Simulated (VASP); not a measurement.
The system is PtS2.

```
Pt S
1.0
     3.54320    0.00000    0.00000
    -1.77160    3.06850    0.00000
     0.00000    0.00000    5.03880
Pt S
1 2
Cartesian
  0.0000 0.0000 0.0000
  0.0000 2.0457 1.1438
  1.7716 1.0228 3.8950
```

```yaml
Program: VASP 6.6.1
Task: relaxation of cell and atoms
Functional: PBE
Dispersion: D3(BJ)
Potentials_or_basis: VASP PAW PBE potentials, release 64 (Pt, S)
Cutoff: 600 eV
k_mesh: 9 × 9 × 5
Occupations: gaussian, width 0.03 eV
Spin: no spin polarisation
```

At the start: pressure 7.3 GPa; volume 18.26 Å³/atom.

How do energy, volume and symmetry change on relaxing?

Over 19 steps the energy falls by 43.8 meV/atom and the volume is 17.30 Å³/atom (-5.2 %); space group P-3m1 (No. 164, to 0.05 Å).

Step by step:
```csv
step,energy change (eV),largest force (eV/Å),pressure (GPa),volume (Å³)
1,0.0000,1.2457,7.29,54.78
2,0.1353,0.9046,-11.33,61.64
3,-0.0790,0.3172,-1.13,57.21
4,-0.0791,0.3407,-0.91,57.13
5,-0.0925,0.2305,-0.65,56.62
6,-0.1002,0.0717,-0.26,55.91
7,-0.1003,0.0581,-0.22,55.85
8,-0.1049,0.0603,-0.18,55.47
9,-0.1170,0.0691,0.02,54.32
10,-0.1302,0.0954,0.85,52.01
11,-0.1248,0.2079,-2.36,52.53
12,-0.1313,0.0061,-0.09,52.16
13,-0.1313,0.0037,-0.12,52.16
14,-0.1314,0.0002,-0.11,52.09
15,-0.1314,0.0049,-0.13,52.00
16,-0.1314,0.0138,-0.13,51.84
17,-0.1314,0.0066,-0.12,51.96
18,-0.1313,0.0334,0.40,51.78
19,-0.1314,0.0033,0.01,51.91
```

Final structure:
```yaml
crystal:
  lattice:
    - [3.57860, 0.00000, 0.00000]
    - [-1.78930, 3.09915, 0.00000]
    - [0.00000, 0.00000, 4.68068]
  atoms:
    - { symbol: Pt, position: [0.00000, 0.00000, 0.00000] }
    - { symbol: S, position: [0.33333, 0.66667, 0.25757] }
    - { symbol: S, position: [0.66667, 0.33333, 0.74243] }
```
